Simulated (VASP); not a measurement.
An input for Ansatz (written as the equivalent of a VASP run, and not itself run):

Ansatz 0.2 input:
```yaml
crystal:
  lattice:
    - [1.4841000, -2.5705370, 0.0000000]
    - [1.4841000, 2.5705370, 0.0000000]
    - [0.0000000, 0.0000000, 2.8968000]
  atoms:
    - { symbol: W, position: [0.0000000, 0.0000000, 0.0000000] }
    - { symbol: C, position: [0.3333330, 0.6666670, 0.5000000] }
kpoints:
  mp_grid: { grid: [13, 13, 11] }
hamiltonian:
  xc: pbe
  pseudopotentials: { kind: paw }
scf:
  occupations: { method: methfessel_paxton, width: 0.1 }
  max_iter: 100
output: { forces: true, stress: true, eigenvalues: true }
```

Q: Translate this input to VASP (INCAR, KPOINTS, POSCAR, choice of POTCAR).

A: Several could match; the one computed here: 
### KPOINTS
```
Automatic mesh
0
gamma
 13 13 11
```

INCAR:
```
! general
SYSTEM   =  WC
PREC     =  Accurate
ENCUT    =  250
LREAL    =  .FALSE.   ! projection in real space or not
LASPH    =  .TRUE.

! electronic loop
EDIFF    =  1E-6   ! SCF stop (eV)
NELM     =  100
ALGO     =  Normal   ! blocked Davidson
LMAXMIX  =  6   ! l cut-off of mixed one-centre charges

! smearing
ISMEAR   =  1
SIGMA    =  0.1   ! width (eV)

! functional
GGA      =  PE   ! PBE

! ions
ISIF     =  2   ! forces and stress, cell fixed

! output
LWAVE    =  .FALSE.
LCHARG   =  .FALSE.
```

File POSCAR:
```
WC
1
    1.4841000000    -2.5705370000     0.0000000000
    1.4841000000     2.5705370000     0.0000000000
    0.0000000000     0.0000000000     2.8968000000
W C
1 1
Direct
  0.0000000000   0.0000000000   0.0000000000
  0.3333330000   0.6666670000   0.5000000000
```

POTCAR, in this order: W_sv C (PBE.64 set). Program: vasp_std.

Limits of the translation: each code has its own PAW files, so the cut-off isn't converted (ENCUT is set for VASP's; basis.ecutwfc is left out, and Ansatz then takes the one that its files recommend); Ansatz stops its SCF on the density residual and VASP on the energy change (EDIFF).

The compound is WC in the wc structure. The cell was not relaxed at this level. The run is one of a series of settings (ENCUT = 250 against the base run), some of them coarse on purpose.
